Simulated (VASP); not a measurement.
All values below come from optB88-vdW, VASP's PBE PAW potentials (set 64) (plane waves; VASP).

Input for VASP

### POSCAR
```
MoTe2 bilayer
1
    3.5706006572     0.0000000000    -0.0000000000
   -1.7853003286     3.0922304746    -0.0000000000
   -0.0000000000     0.0000000000    27.2253759502
Te Mo
4 2
Direct
  0.3333330000   0.6666670000   0.4352879612
  0.3333330000   0.6666670000   0.3020632284
  0.6666670000   0.3333330000   0.6979367716
  0.6666670000   0.3333330000   0.5647120388
  0.6666670000   0.3333330000   0.3686389466
  0.3333330000   0.6666670000   0.6313610534
```

KPOINTS:
```
Automatic mesh
0
Gamma
12 12 1
0 0 0
```

**INCAR**
```
SYSTEM = MoTe2 bilayer
PREC = Normal
ENCUT = 400
EDIFF = 1E-6
NELM = 100
ALGO = Normal
LREAL = .FALSE.
LASPH = .TRUE.
ISMEAR = 0
SIGMA = 0.05
GGA = BO
PARAM1 = 0.1833333333
PARAM2 = 0.22
LUSE_VDW = .TRUE.
AGGAC = 0.0
LMAXMIX = 4
LWAVE = .FALSE.
LCHARG = .FALSE.
NELMIN = 4
LVHAR = .TRUE.
LORBIT = 11
```

POTCAR, in this order: Te Mo_sv (PBE.64 set). Program: vasp_std. Read from the step before: WAVECAR.

Output of the run:

**OUTCAR**
```
 ion  position               nearest neighbor table
   1  0.333  0.667  0.435-   5 2.75   5 2.75   5 2.75   2 3.63
   2  0.333  0.667  0.302-   5 2.75   5 2.75   5 2.75   1 3.63
   3  0.667  0.333  0.698-   6 2.75   6 2.75   6 2.75   4 3.63
   4  0.667  0.333  0.565-   6 2.75   6 2.75   6 2.75   3 3.63
   5  0.667  0.333  0.369-   2 2.75   2 2.75   2 2.75   1 2.75   1 2.75   1 2.75
   6  0.333  0.667  0.631-   3 2.75   3 2.75   3 2.75   4 2.75   4 2.75   4 2.75
  LATTYP: Found a hexagonal cell.
 ALAT       =     3.5706006572
 C/A-ratio  =     7.6248728335
 Subroutine PRICEL returns:
 Original cell was already a primitive cell.
 Subroutine GETGRP returns: Found 12 space group operations
The static configuration has the point symmetry D_3d.
The dynamic configuration has the point symmetry D_3d.
 Subroutine INISYM returns: Found 12 space group operations
 Subroutine IBZKPT returns following result:
 Found     19 irreducible k-points:

 Following reciprocal coordinates:
            Coordinates               Weight
  0.000000  0.000000  0.000000      1.000000
  0.083333  0.000000  0.000000      6.000000
  0.166667  0.000000  0.000000      6.000000
  0.250000  0.000000  0.000000      6.000000
  0.333333  0.000000  0.000000      6.000000
  0.416667 -0.000000  0.000000      6.000000
  0.500000  0.000000  0.000000      3.000000
  0.083333  0.083333  0.000000      6.000000
  0.166667  0.083333  0.000000     12.000000
  0.250000  0.083333  0.000000     12.000000
  0.333333  0.083333  0.000000     12.000000
  0.416667  0.083333  0.000000     12.000000
  0.166667  0.166667  0.000000      6.000000
  0.250000  0.166667  0.000000     12.000000
  0.333333  0.166667  0.000000     12.000000
  0.416667  0.166667  0.000000      6.000000
  0.250000  0.250000  0.000000      6.000000
  0.333333  0.250000  0.000000     12.000000
  0.333333  0.333333  0.000000      2.000000
...
```

File OSZICAR:
```
       N       E                     dE             d eps       ncg     rms          rms(c)
DAV:   1    -0.216008142637E+02   -0.21601E+02   -0.13034E-03  1379   0.313E-01    0.109E-02
DAV:   2    -0.216008291339E+02   -0.14870E-04   -0.43727E-05  1348   0.355E-02    0.124E-02
DAV:   3    -0.216008196113E+02    0.95226E-05   -0.87200E-06  1032   0.165E-02    0.291E-03
DAV:   4    -0.216008160549E+02    0.35564E-05   -0.45065E-06   910   0.122E-02    0.141E-03
DAV:   5    -0.216008122179E+02    0.38370E-05   -0.13987E-06   831   0.906E-03    0.900E-04
DAV:   6    -0.216008132025E+02   -0.98462E-06   -0.18658E-06   826   0.978E-03
   1 F= -.21600813E+02 E0= -.21600813E+02  d E =-.252969E-19
```

File OUTCAR:
```
------------------------ aborting loop because EDIFF is reached ----------------------------------------
  FORCE on cell =-STRESS in cart. coord.  units (eV):
  Direction    XX          YY          ZZ          XY          YZ          ZX
  --------------------------------------------------------------------------------------
  Total       -0.2737676     -0.2737676     -0.2447543      0.0000000      0.0000000      0.0000000
  in kB       -1.4591692     -1.4591688     -1.3045296      0.0000000      0.0000000      0.0000000
  external PRESSURE =      -1.4076226 kB  Pullay stress =       0.0000000 kB
  volume of cell :      300.60
      direct lattice vectors                 reciprocal lattice vectors
     3.570600657  0.000000000  0.000000000     0.280064924  0.161695580  0.000000000
    -1.785300329  3.092230475  0.000000000     0.000000000  0.323391160  0.000000000
     0.000000000  0.000000000 27.225375950     0.000000000  0.000000000  0.036730439
 POSITION                                       TOTAL-FORCE (eV/Angst)
 -----------------------------------------------------------------------------------
     -0.00000      2.06149     11.85088         0.000000      0.000000      0.016632
     -0.00000      2.06149      8.22378        -0.000000     -0.000000      0.008211
      1.78530      1.03074     19.00159        -0.000000      0.000000     -0.008211
      1.78530      1.03074     15.37450         0.000000      0.000000     -0.016632
      1.78530      1.03074     10.03633         0.000000     -0.000000     -0.018705
     -0.00000      2.06149     17.18904        -0.000000      0.000000      0.018705
 -----------------------------------------------------------------------------------
    total drift:                                0.000000     -0.000000      0.000000
  FREE ENERGIE OF THE ION-ELECTRON SYSTEM (eV)
  ---------------------------------------------------
  free  energy   TOTEN  =       -21.6008132025 eV

  energy  without entropy=      -21.6008132025  energy(sigma->0) =      -21.60081320

 total charge

# of ion       s       p       d       tot
------------------------------------------
    1        1.390   1.979   0.057   3.427
    2        1.389   1.983   0.056   3.428
    3        1.389   1.983   0.056   3.428
    4        1.390   1.979   0.057   3.427
    5        2.250   6.133   3.970  12.353
    6        2.250   6.133   3.970  12.353
--------------------------------------------------
tot         10.059  20.189   8.167  38.415
```
(Selected blocks of OUTCAR.)

**OUTCAR**
```
 val. band max:        1.3946355862   @ k =   0.0000   0.0000   0.0000

 cond. band min:       2.3846305423   @ k =   0.3333   0.3333   0.0000


 Fermi energy:         1.6971103079

 k-point     1 :       0.0000    0.0000    0.0000
  band No.  band energies     occupation
      1     -59.3651      2.00000
      2     -59.3651      2.00000
      3     -33.5080      2.00000
      4     -33.5080      2.00000
      5     -33.4110      2.00000
      6     -33.4110      2.00000
      7     -33.4109      2.00000
      8     -33.4109      2.00000
      9     -11.1983      2.00000
     10     -11.0697      2.00000
     11     -10.3174      2.00000
     12     -10.1305      2.00000
     13      -3.7790      2.00000
     14      -3.2175      2.00000
     15      -0.8469      2.00000
     16      -0.2827      2.00000
     17      -0.2827      2.00000
     18      -0.2762      2.00000
     19      -0.2762      2.00000
     20       0.1978      2.00000
     21       0.4685      2.00000
     22       0.4686      2.00000
     23       0.4827      2.00000
     24       0.4828      2.00000
     25       0.8129      2.00000
     26       1.3946      2.00000
     27       4.1391      0.00000
     28       4.2617      0.00000
     29       4.2617      0.00000
     30       4.3215      0.00000
     31       4.3215      0.00000

 k-point     2 :       0.0833    0.0000    0.0000
  band No.  band energies     occupation
      1     -59.3646      2.00000
      2     -59.3646      2.00000
      3     -33.5064      2.00000
      4     -33.5064      2.00000
      5     -33.4181      2.00000
      6     -33.4181      2.00000
      7     -33.4126      2.00000
      8     -33.4125      2.00000
      9     -11.1074      2.00000
     10     -10.9795      2.00000
     11     -10.2525      2.00000
     12     -10.0694      2.00000
     13      -3.6772      2.00000
     14      -3.1176      2.00000
     15      -0.9405      2.00000
     16      -0.4894      2.00000
     17      -0.4776      2.00000
...
```

Unless said otherwise, spin-orbit coupling is left out, though it shifts the bands of the heavy elements here.

The cell is a sheet with vacuum, built from MoTe2 (2H layered).
